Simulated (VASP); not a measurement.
```
CELL_PARAMETERS angstrom
      0.00000     2.10827     2.10827
      2.10827     0.00000     2.10827
      2.10827     2.10827     0.00000
ATOMIC_POSITIONS crystal
  Ti 0.00000 0.00000 0.00000
  C  0.50000 0.50000 0.50000
```

Level of theory: LDA (Ceperley-Alder, Perdew-Zunger), VASP's LDA PAW potentials (set 64) (plane waves; VASP). Run with 620 eV cut-off, 15×15×15 Γ-centred mesh, first-order Methfessel-Paxton smearing of 0.10 eV, potentials Ti_sv C.

Energy and stress use the plane-wave basis of the starting cell.

Q: The ions, cell shape and volume at an external pressure of 20.0 GPa are relaxed. Give the cell that the relaxation ends in.

A: 
```
CELL_PARAMETERS angstrom
      0.00000     2.08787     2.08787
      2.08787     0.00000     2.08787
      2.08787     2.08787     0.00000
ATOMIC_POSITIONS crystal
  Ti 0.00000 0.00000 0.00000
  C  0.50000 0.50000 0.50000
```
Space group Fm-3m (225), at a tolerance of 0.03 Å.

Q: How do energy and volume change from the first to the last step?

A: The energy (σ→0) changes by +24.8 meV/atom and the volume by -2.9 %, in 3 ionic steps.

```csv
step,E(σ→0) (eV),max force (eV/Å),pressure (GPa),volume (Å³)
1,-20.5196,0.000,9.92,18.74
2,-20.2758,0.000,42.50,17.19
3,-20.4700,0.000,19.81,18.20
```

The compound is TiC in the rock salt structure. This run relaxes it under an external pressure of 20 GPa. Symmetry was kept, so distortions that lower it aren't found.
